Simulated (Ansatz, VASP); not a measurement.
## Si: VASP beside Ansatz

File INCAR:

```
SYSTEM = Si
ALGO = Normal ; EDIFF = 1E-6
ENCUT = 520 ; GGA = CA
ISIF = 2 ; ISMEAR = 0
LASPH = .True. ; LCHARG = .True.
LELF = .True. ; LREAL = .False.
LVHAR = .True. ; LWAVE = .False.
NBANDS = 11 ; NELM = 100
PREC = Accurate ; SIGMA = 0.1
```

File KPOINTS:

```
k-points
0
Gamma
  6 6 6
  0 0 0
```

Contents of POSCAR:

```
Si
1.0
    0.0000000000      2.7154700000      2.7154700000
    2.7154700000      0.0000000000      2.7154700000
    2.7154700000      2.7154700000      0.0000000000
Si
2
Direct
    0.5000000000      0.5000000000      0.5000000000
    0.7500000000      0.7500000000      0.7500000000
```

Input for Ansatz:

```yaml
crystal:
  lattice:
    - [0.0, 2.71547, 2.71547]
    - [2.71547, 0.0, 2.71547]
    - [2.71547, 2.71547, 0.0]
  atoms:
    - { symbol: Si, position: [0.5, 0.5, 0.5] }
    - { symbol: Si, position: [0.75, 0.75, 0.75] }
basis:
  ecutwfc: 420
kpoints:
  mp_grid: { grid: [6, 6, 6] }
hamiltonian:
  xc: lda
scf:
  occupations: { method: gaussian, width: 0.1 }
output:
  forces: true
  stress: true
  eigenvalues: true
```

Alike in both runs: task single point; functional LDA; k mesh 6 × 6 × 6; occupations gaussian, width 0.1 eV; no spin polarisation.

|  | VASP | Ansatz |
| --- | --- | --- |
| version | VASP 6.6.1 | Ansatz 0.2.0 |
| potentials or method | VASP PAW LDA potentials, release 64 (Si) | scalar-relativistic, plane waves, PAW |
| plane-wave cutoff (eV) | 520 | 420 |
| valence electrons in the cell | 8 | 8 |

|  | VASP | Ansatz | Ansatz less VASP |
| --- | --- | --- | --- |
| gap on the k mesh at the Fermi level (eV) | 0.60 | 0.60 | +0.002 |
| least direct gap on the mesh (eV) | 2.52 | 2.52 | +0.002 |
| pressure (GPa) | -1.4 | -1.4 | -0.04 |

A k mesh can miss the band edges. LDA gaps usually lie below the measured ones, often by a third to a half.
